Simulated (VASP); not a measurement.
```
CELL_PARAMETERS angstrom
      4.27485     0.00000     0.00000
      0.00000     4.27485     0.00000
      0.00000     0.00000     4.27485
ATOMIC_POSITIONS crystal
  K  0.00000 0.00000 0.00000
  Zn 0.50000 0.50000 0.50000
  F  0.50000 0.00000 0.50000
  F  0.00000 0.50000 0.50000
  F  0.50000 0.50000 0.00000
```

Computed with revPBE GGA, VASP's PBE PAW potentials (set 64) (plane waves; VASP 6.6.1). Settings: 520 eV cut-off, 5×5×5 Γ-centred mesh, Gaussian smearing of 0.050 eV, potentials K_sv Zn F.

**Question.** Give the stress tensor in GPa (positive for a compressed cell).

**Answer.** 
```
-3.05   0.00   0.00
 0.00  -3.05   0.00
 0.00   0.00  -3.05
```
The pressure is its mean diagonal, -3.05 GPa.

The compound is KZnF3 in the cubic perovskite structure. This cell is one point of a volume scan, at 1.06 of the reference volume.
